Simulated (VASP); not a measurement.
Method: optB88-vdW, VASP's PBE PAW potentials (set 64) (plane waves; VASP 6.6.1).

VASP input:

### INCAR
```
! general
SYSTEM   = SnSe2
PREC     = Accurate
ENCUT    = 520
LREAL    = .FALSE.   ! projection in real space or not
LASPH    = .TRUE.   ! aspherical one-centre terms

! electronic loop
EDIFF    = 1E-7
NELM     = 100
ALGO     = Normal   ! blocked Davidson
LMAXMIX  = 4   ! l cut-off of mixed one-centre charges

! smearing
ISMEAR   = 0
SIGMA    = 0.05

! functional
GGA      = BO
LUSE_VDW = .TRUE.
AGGAC    = 0.0
PARAM1   = 0.1833333333
PARAM2   = 0.22

! ions
IBRION   = 2   ! conjugate gradients
NSW      = 30
ISIF     = 4   ! ions and shape, fixed volume
EDIFFG   = -0.01

! output
LWAVE    = .FALSE.
LCHARG   = .FALSE.
```

File POSCAR:
```
SnSe2
1
    1.9680551880    -3.4087718062    -0.0000000000
    1.9680551880     3.4087718062     0.0000000000
    0.0000000000    -0.0000000000     6.2067403332
Sn Se
1 2
Direct
  0.0000000000   0.0000000000   0.0000000000
  0.3333330000   0.6666670000   0.2605213309
  0.6666670000   0.3333330000   0.7394786691
```

File KPOINTS:
```
Automatic
0
Gamma
  7 7 4
```

POTCAR, in this order: Sn_d Se (PBE.64 set). Program: vasp_std.

What VASP printed:

File OUTCAR:
```
 ion  position               nearest neighbor table
   1  0.000  0.000  0.000-   2 2.79   3 2.79   3 2.79   2 2.79   3 2.79   2 2.79
   2  0.333  0.667  0.261-   1 2.79   1 2.79   1 2.79
   3  0.667  0.333  0.739-   1 2.79   1 2.79   1 2.79
  LATTYP: Found a hexagonal cell.
 ALAT       =     3.9361105739
 C/A-ratio  =     1.5768714361
 Subroutine PRICEL returns:
 Original cell was already a primitive cell.
 Subroutine GETGRP returns: Found 12 space group operations
The static configuration has the point symmetry D_3d.
The dynamic configuration has the point symmetry D_3d.
 Subroutine INISYM returns: Found 12 space group operations
 Subroutine IBZKPT returns following result:
 Found     28 irreducible k-points:

 Following reciprocal coordinates:
            Coordinates               Weight
  0.000000  0.000000  0.000000      1.000000
  0.142857  0.000000  0.000000      6.000000
  0.285714  0.000000  0.000000      6.000000
  0.428571  0.000000  0.000000      6.000000
  0.142857  0.142857  0.000000      6.000000
  0.285714  0.142857  0.000000     12.000000
  0.428571  0.142857  0.000000      6.000000
  0.285714  0.285714  0.000000      6.000000
  0.000000  0.000000  0.250000      2.000000
  0.142857  0.000000  0.250000      6.000000
  0.000000  0.142857  0.250000      6.000000
  0.285714  0.000000  0.250000      6.000000
  0.000000  0.285714  0.250000      6.000000
  0.428571  0.000000  0.250000      6.000000
  0.000000  0.428571  0.250000      6.000000
  0.142857  0.142857  0.250000     12.000000
  0.285714  0.142857  0.250000     12.000000
 -0.142857  0.428571  0.250000     12.000000
  0.428571  0.142857  0.250000     12.000000
  0.285714  0.285714  0.250000     12.000000
  0.000000  0.000000  0.500000      1.000000
  0.142857  0.000000  0.500000      6.000000
  0.285714  0.000000  0.500000      6.000000
  0.428571  0.000000  0.500000      6.000000
  0.142857  0.142857  0.500000      6.000000
  0.285714  0.142857  0.500000     12.000000
  0.428571  0.142857  0.500000      6.000000
  0.285714  0.285714  0.500000      6.000000
   k-points           NKPTS =     28   k-points in BZ     NKDIM =     28   number of bands    NBANDS=     17
   number of dos      NEDOS =    301   number of ions     NIONS =      3
   total plane-waves  NPLWV =  43200
   dimension x,y,z NGX =    30 NGY =   30 NGZ =   48
   dimension x,y,z NGXF=    60 NGYF=   60 NGZF=   96
   ions per type =               1   2
   PREC   = accura    normal or accurate (medium, high low for compatibility)
   ISTART =      0    job   : 0-new  1-cont  2-samecut
   ICHARG =      2    charge: 1-file 2-atom 10-const
   ISPIN  =      1    spin polarized calculation?
   LNONCOLLINEAR =      F non collinear calculations
   LSORBIT =      F    spin-orbit coupling
   INIWAV =      1    electr: 0-lowe 1-rand  2-diag
   ENCUT  =  520.0 eV  38.22 Ry    6.18 a.u.   7.32  7.32 11.54*2*pi/ulx,y,z
   NELM   =    100;   NELMIN=  2; NELMDL= -5     # of ELM steps
   EDIFF  = 0.1E-06   stopping-criterion for ELM
   LREAL  =      F    real-space projection
   NLSPLINE    = F    spline interpolate recip. space projectors
   LMAXMIX     =    4 max onsite mixed and CHGCAR
   VOSKOWN=      0    Vosko Wilk Nusair interpolation
   EDIFFG = -.1E-01   stopping-criterion for IOM
   NSW    =     30    number of steps for IOM
   NBLOCK =      1;   KBLOCK =     30    inner block; outer block
   IBRION =      2    ionic relax: 0-MD 1-quasi-New 2-CG
   NFREE  =      1    steps in history (QN), initial steepest desc. (CG)
   ISIF   =      4    stress and relaxation
   ISYM   =      2    0-nonsym 1-usesym 2-fastsym
   TEIN   =    0.0    initial temperature
   TEBEG  =    0.0;   TEEND  =   0.0 temperature during run
...
```

File OSZICAR:
```
       N       E                     dE             d eps       ncg     rms          rms(c)
DAV:   1     0.200466203513E+03    0.20047E+03   -0.12464E+04   952   0.170E+03
DAV:   2     0.150393620392E+02   -0.18543E+03   -0.18238E+03  1032   0.383E+02
DAV:   3    -0.485613602803E+01   -0.19895E+02   -0.19301E+02  1141   0.118E+02
DAV:   4    -0.554862370093E+01   -0.69249E+00   -0.69119E+00  1179   0.229E+01
DAV:   5    -0.556403126120E+01   -0.15408E-01   -0.15376E-01  1394   0.352E+00    0.413E+00
DAV:   6    -0.528539198619E+01    0.27864E+00   -0.81860E-01  1386   0.831E+00    0.266E+00
DAV:   7    -0.528030821063E+01    0.50838E-02   -0.14407E-01  1088   0.221E+00    0.102E+00
DAV:   8    -0.528185825195E+01   -0.15500E-02   -0.10262E-02  1159   0.969E-01    0.277E-01
DAV:   9    -0.528249370017E+01   -0.63545E-03   -0.16081E-03  1111   0.353E-01    0.750E-02
DAV:  10    -0.528248522453E+01    0.84756E-05   -0.13727E-04  1202   0.913E-02    0.306E-02
DAV:  11    -0.528250499679E+01   -0.19772E-04   -0.37235E-05  1020   0.479E-02    0.152E-02
DAV:  12    -0.528250397052E+01    0.10263E-05   -0.18190E-06  1313   0.112E-02    0.650E-03
DAV:  13    -0.528250376165E+01    0.20887E-06   -0.67147E-07  1027   0.663E-03    0.128E-03
DAV:  14    -0.528250384038E+01   -0.78729E-07   -0.15266E-08   556   0.141E-03
   1 F= -.52825038E+01 E0= -.52825038E+01  d E =-.528250E+01
       N       E                     dE             d eps       ncg     rms          rms(c)
DAV:   1    -0.528488152638E+01   -0.23778E-02   -0.16675E-01   954   0.196E+00    0.117E-01
DAV:   2    -0.528554933814E+01   -0.66781E-03   -0.78870E-03  1157   0.531E-01    0.378E-02
DAV:   3    -0.528552443495E+01    0.24903E-04   -0.99438E-05  1137   0.845E-02    0.264E-02
DAV:   4    -0.528551878307E+01    0.56519E-05   -0.36564E-05  1116   0.505E-02    0.987E-03
DAV:   5    -0.528551994670E+01   -0.11636E-05   -0.65187E-06  1275   0.233E-02    0.383E-03
DAV:   6    -0.528552017959E+01   -0.23288E-06   -0.42262E-07  1155   0.581E-03    0.207E-03
DAV:   7    -0.528552018288E+01   -0.32919E-08   -0.16002E-07   674   0.317E-03
   2 F= -.52855202E+01 E0= -.52855202E+01  d E =-.301634E-02
       N       E                     dE             d eps       ncg     rms          rms(c)
DAV:   1    -0.528588916293E+01   -0.36898E-03   -0.47452E-01   952   0.330E+00    0.201E-01
DAV:   2    -0.528779152322E+01   -0.19024E-02   -0.22484E-02  1156   0.895E-01    0.638E-02
DAV:   3    -0.528771829029E+01    0.73233E-04   -0.28345E-04  1138   0.143E-01    0.447E-02
DAV:   4    -0.528769958584E+01    0.18704E-04   -0.10645E-04  1116   0.863E-02    0.166E-02
DAV:   5    -0.528770172109E+01   -0.21353E-05   -0.18984E-05  1270   0.396E-02    0.647E-03
DAV:   6    -0.528770217483E+01   -0.45374E-06   -0.12378E-06  1228   0.993E-03    0.353E-03
DAV:   7    -0.528770215600E+01    0.18835E-07   -0.49421E-07   990   0.547E-03
   3 F= -.52877022E+01 E0= -.52877022E+01  d E =-.519832E-02
       N       E                     dE             d eps       ncg     rms          rms(c)
DAV:   1    -0.529526490120E+01   -0.75627E-02   -0.36348E-01   952   0.416E+00    0.453E-01
DAV:   2    -0.529168492093E+01    0.35800E-02   -0.21126E-02  1049   0.145E+00    0.260E-01
DAV:   3    -0.528981372780E+01    0.18712E-02   -0.36456E-03  1170   0.574E-01    0.104E-01
DAV:   4    -0.528964690854E+01    0.16682E-03   -0.64226E-04  1100   0.278E-01    0.274E-02
DAV:   5    -0.528964402335E+01    0.28852E-05   -0.87824E-05  1404   0.795E-02    0.106E-02
DAV:   6    -0.528964435321E+01   -0.32986E-06   -0.10744E-05  1012   0.357E-02    0.300E-03
DAV:   7    -0.528964444132E+01   -0.88115E-07   -0.10978E-06  1085   0.121E-02    0.159E-03
DAV:   8    -0.528964442541E+01    0.15914E-07   -0.10113E-07   567   0.425E-03
   4 F= -.52896444E+01 E0= -.52896444E+01  d E =-.194227E-02
       N       E                     dE             d eps       ncg     rms          rms(c)
DAV:   1    -0.529801846192E+01   -0.83740E-02   -0.47270E-01   952   0.475E+00    0.517E-01
DAV:   2    -0.529330854237E+01    0.47099E-02   -0.27553E-02  1049   0.163E+00    0.296E-01
DAV:   3    -0.529087446306E+01    0.24341E-02   -0.47519E-03  1171   0.626E-01    0.119E-01
DAV:   4    -0.529065075972E+01    0.22370E-03   -0.82406E-04  1106   0.316E-01    0.312E-02
DAV:   5    -0.529064659492E+01    0.41648E-05   -0.11210E-04  1410   0.901E-02    0.120E-02
DAV:   6    -0.529064700920E+01   -0.41428E-06   -0.14093E-05  1006   0.411E-02    0.341E-03
DAV:   7    -0.529064711871E+01   -0.10951E-06   -0.14398E-06  1094   0.138E-02    0.182E-03
DAV:   8    -0.529064710211E+01    0.16599E-07   -0.13358E-07   605   0.491E-03
   5 F= -.52906471E+01 E0= -.52906471E+01  d E =-.294495E-02
       N       E                     dE             d eps       ncg     rms          rms(c)
DAV:   1    -0.529126748640E+01   -0.62037E-03   -0.36539E-02   952   0.132E+00    0.143E-01
DAV:   2    -0.529090000095E+01    0.36749E-03   -0.21288E-03  1057   0.530E-01    0.822E-02
DAV:   3    -0.529071209209E+01    0.18791E-03   -0.37288E-04  1178   0.215E-01    0.330E-02
DAV:   4    -0.529069568180E+01    0.16410E-04   -0.70829E-05  1116   0.860E-02    0.884E-03
DAV:   5    -0.529069545371E+01    0.22810E-06   -0.97968E-06  1369   0.264E-02    0.342E-03
DAV:   6    -0.529069551532E+01   -0.61614E-07   -0.11267E-06  1007   0.113E-02    0.992E-04
DAV:   7    -0.529069551413E+01    0.11933E-08   -0.94858E-08   507   0.360E-03
   6 F= -.52906955E+01 E0= -.52906955E+01  d E =-.299336E-02
       N       E                     dE             d eps       ncg     rms          rms(c)
DAV:   1    -0.529070851774E+01   -0.13002E-04   -0.87527E-04   952   0.205E-01    0.222E-02
DAV:   2    -0.529069968967E+01    0.88281E-05   -0.50888E-05  1049   0.875E-02    0.127E-02
DAV:   3    -0.529069507745E+01    0.46122E-05   -0.89184E-06  1321   0.360E-02    0.506E-03
DAV:   4    -0.529069469149E+01    0.38597E-06   -0.16054E-06  1290   0.133E-02    0.135E-03
DAV:   5    -0.529069467466E+01    0.16826E-07   -0.17154E-07   580   0.398E-03
   7 F= -.52906947E+01 E0= -.52906947E+01  d E =-.299252E-02
       N       E                     dE             d eps       ncg     rms          rms(c)
DAV:   1    -0.529070015990E+01   -0.54684E-05   -0.34464E-03   952   0.287E-01    0.171E-02
DAV:   2    -0.529071398705E+01   -0.13827E-04   -0.16485E-04  1163   0.809E-02    0.602E-03
DAV:   3    -0.529071356842E+01    0.41863E-06   -0.22135E-06  1121   0.132E-02    0.412E-03
DAV:   4    -0.529071367493E+01   -0.10651E-06   -0.87806E-07  1129   0.818E-03    0.150E-03
DAV:   5    -0.529071382704E+01   -0.15211E-06   -0.11289E-07   528   0.368E-03    0.533E-04
DAV:   6    -0.529071385922E+01   -0.32179E-07   -0.50195E-08   487   0.290E-03
   8 F= -.52907139E+01 E0= -.52907139E+01  d E =-.191846E-04
```

OUTCAR:
```
------------------------ aborting loop because EDIFF is reached ----------------------------------------
  FORCE on cell =-STRESS in cart. coord.  units (eV):
  Direction    XX          YY          ZZ          XY          YZ          ZX
  --------------------------------------------------------------------------------------
  Total       -0.3771338     -0.3771339     -0.3745011     -0.0000000     -0.0000000      0.0000000
  in kB       -7.2556664     -7.2556672     -7.2050150     -0.0000000     -0.0000000      0.0000000
  external PRESSURE =      -7.2387829 kB  Pullay stress =       0.0000000 kB
  volume of cell :       83.28
      direct lattice vectors                 reciprocal lattice vectors
     1.952496925 -3.381824055 -0.000000000     0.256082350 -0.147849206 -0.000000000
     1.952496925  3.381824055  0.000000000     0.256082350  0.147849206  0.000000000
    -0.000000000 -0.000000000  6.306050013    -0.000000000 -0.000000000  0.158577873
 POSITION                                       TOTAL-FORCE (eV/Angst)
 -----------------------------------------------------------------------------------
     -0.00000     -0.00000      6.30605        -0.000000      0.000000      0.000000
      1.95250      1.12728      1.60352         0.000000     -0.000000     -0.001707
      1.95250     -1.12728      4.70253        -0.000000     -0.000000      0.001707
 -----------------------------------------------------------------------------------
    total drift:                               -0.000000      0.000000      0.000000
  FREE ENERGIE OF THE ION-ELECTRON SYSTEM (eV)
  ---------------------------------------------------
  free  energy   TOTEN  =        -5.2907138592 eV

  energy  without entropy=       -5.2907138592  energy(sigma->0) =       -5.29071386

 reached required accuracy - stopping structural energy minimisation
```
(Selected blocks of OUTCAR.)

**CONTCAR**
```
SnSe2
   1.00000000000000
     1.9524969252087867   -3.3818240552522170   -0.0000000000000000
     1.9524969252087867    3.3818240552522170    0.0000000000000000
    -0.0000000000000001   -0.0000000000000001    6.3060500127400250
  Sn              Se
     1     2
Direct
     0.0000000000000000    0.0000000000000000    1.0000000000000000
     0.3333330000000032    0.6666669999999968    0.2542829299386286
     0.6666669999999968    0.3333330000000032    0.7457170700613713
```

The compound is SnSe2 in the 1T layered structure. This cell is one point of a volume scan, at 1.03 of the reference volume. Symmetry was kept, so distortions that lower it aren't found.
